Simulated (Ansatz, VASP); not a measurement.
**Two plane-wave programs on RbP2**

File INCAR:

```
SYSTEM = RbP2
PREC = Accurate
ENCUT = 600
EDIFF = 1E-6
ISMEAR = 0
SIGMA = 0.1
LREAL = .False.
LASPH = .True.
NELM = 80
ALGO = Normal
ISIF = 3
LWAVE = .False.
LCHARG = .False.
GGA = PE
IBRION = 2
NSW = 90
EDIFFG = -0.04
```

The input KPOINTS:

```
regular mesh
0
Gamma
  4 4 4
  0 0 0
```

POSCAR

```
RbP2
1.0
    0.0000000000      3.3309169290      3.3309169290
    3.3309169290      0.0000000000      3.3309169290
    3.3309169290      3.3309169290      0.0000000000
Rb P
1 2
Direct
    0.0000000000      0.0000000000      0.0000000000
    0.2500000000      0.2500000000      0.2500000000
    0.7500000000      0.7500000000      0.7500000000
```

Input for Ansatz:

```yaml
crystal:
  lattice:
    - [0.0, 3.330916929, 3.330916929]
    - [3.330916929, 0.0, 3.330916929]
    - [3.330916929, 3.330916929, 0.0]
  atoms:
    - { symbol: Rb, position: [0.0, 0.0, 0.0] }
    - { symbol: P, position: [0.25, 0.25, 0.25] }
    - { symbol: P, position: [0.75, 0.75, 0.75] }
basis:
  ecutwfc: 420
kpoints:
  mp_grid: { grid: [4, 4, 4] }
hamiltonian:
  xc: pbe
scf:
  occupations: { method: gaussian, width: 0.1 }
  lower_state_search: "off"
output:
  forces: true
  stress: true
  eigenvalues: true
relax:
  adjacent_minimum: "off"
  f_tol: 0.04
  max_steps: 70
  cell: { stress_tol: 0.4 }
```

Alike in both runs: task relaxation of cell and atoms; functional PBE; k mesh 4 × 4 × 4; occupations gaussian, width 0.1 eV; no spin polarisation.

```csv
,VASP,Ansatz
version,VASP 6.6.1,Ansatz 0.2.0
potentials or method,"VASP PAW PBE potentials, release 64 (Rb_sv, P)","scalar-relativistic, plane waves, PAW"
plane-wave cutoff (eV),600,420
valence electrons in the cell,19,19
```

```csv
,VASP,Ansatz,Ansatz less VASP
"gap on the k mesh at the Fermi level, each at its own relaxed structure (eV)",none,none,-
relaxed volume (Å³/atom),30.33,30.22,-0.104
relaxed cell length with the largest relative difference (Å),5.048,5.043,-0.0058
energy change over the relaxation (meV/atom),-107,-103,+4.0
```

A gap of «none» marks a metal or a gap that the smearing closes.

Caveats: the k mesh is coarse (spacing up to 0.41 Å⁻¹), so the values aren't converged; the volume moved by over 15 % at a fixed basis, so the end points are rough (VASP).
